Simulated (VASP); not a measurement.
Method: AM05 GGA, VASP's PBE PAW potentials (set 64) (plane waves; VASP 6.6.1).

The input files of a VASP run:

File KPOINTS:
```
Automatic mesh
0
Gamma
9 9 9
0 0 0
```

**POSCAR**
```
YN
1.0
  0.0000000000   2.4037006157   2.4037006157
  2.4037006157   0.0000000000   2.4037006157
  2.4037006157   2.4037006157   0.0000000000
Y N
1 1
Direct
  0.0000000000   0.0000000000   0.0000000000
  0.5000000000   0.5000000000   0.5000000000
```

**INCAR**
```
ALGO=Normal
EDIFF=1E-7
ENCUT=520
GGA=AM
ISIF=2
ISMEAR=0
LASPH=T
LCHARG=F
LMAXMIX=4
LREAL=F
LWAVE=F
NELM=100
PREC=Accurate
SIGMA=0.05
SYSTEM=YN
```

POTCAR, in this order: Y_sv N (PBE.64 set). Program: vasp_std.

Predict the energy per atom (σ→0), pressure.

The energy per atom (σ→0) is -9.300 eV/atom and the pressure comes out as 5.45 GPa.

File OSZICAR:
```
...
DAV:  10    -0.186005751195E+02   -0.41459E-04   -0.69779E-04  1036   0.271E-01    0.631E-01
DAV:  11    -0.186006780006E+02   -0.10288E-03   -0.64036E-04   920   0.286E-01    0.719E-02
DAV:  12    -0.186006800947E+02   -0.20941E-05   -0.51369E-05   968   0.692E-02    0.940E-02
DAV:  13    -0.186006792576E+02    0.83707E-06   -0.68982E-06  1112   0.213E-02    0.282E-02
DAV:  14    -0.186006790706E+02    0.18696E-06   -0.75189E-07   980   0.818E-03    0.118E-02
DAV:  15    -0.186006788544E+02    0.21618E-06   -0.23252E-07   900   0.522E-03    0.221E-03
DAV:  16    -0.186006787886E+02    0.65832E-07   -0.72405E-09   488   0.952E-04
   1 F= -.18600679E+02 E0= -.18600594E+02  d E =-.169704E-03
```

The compound is YN in the rock salt structure. This cell is one point of a volume scan, at 0.97 of the reference volume.
